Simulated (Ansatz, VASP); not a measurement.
## CsSi2 in VASP and in Ansatz

```
Cs Si
1.0
     6.37157    0.03186    0.00000
    -3.15819    5.50201    0.00000
     0.00000    0.00000    4.47866
Cs Si
1 2
Direct
  0.00000 0.00000 0.00000
  0.66667 0.33333 0.25039
  0.66667 0.33333 0.74961
```

Change from the starting cell: strain = 0.01.

Alike in both runs: task single point; functional PBE; k mesh 5 × 5 × 6; occupations fermi-dirac, width 0.05 eV; no spin polarisation.

```csv
,VASP,Ansatz
version,VASP 6.6.1,Ansatz 0.2.0
potentials or method,"VASP PAW PBE potentials, release 64 (Cs_sv, Si)",Ansatz PAW
plane-wave cutoff (eV),520,420
valence electrons in the cell,17,17
```

VASP gave:

```
gap on the k mesh at the Fermi level (eV)       : none
pressure (GPa)                                  : -0.5
largest component of the traceless stress (GPa) : 1.06
rms of the force components (eV/Å)              : 0.078
```

**Question.** Estimate Ansatz's values.

**Answer.** gap on the k mesh at the Fermi level (eV): none; pressure (GPa): -0.5; largest component of the traceless stress (GPa): 0.99; rms of the force components (eV/Å): 0.079.

Atom by atom the forces differ by 0.001 eV/Å (rms over components). A gap of «none» marks a metal or a gap that the smearing closes.

The runs have no spin-orbit coupling, so splittings on Cs are missing.
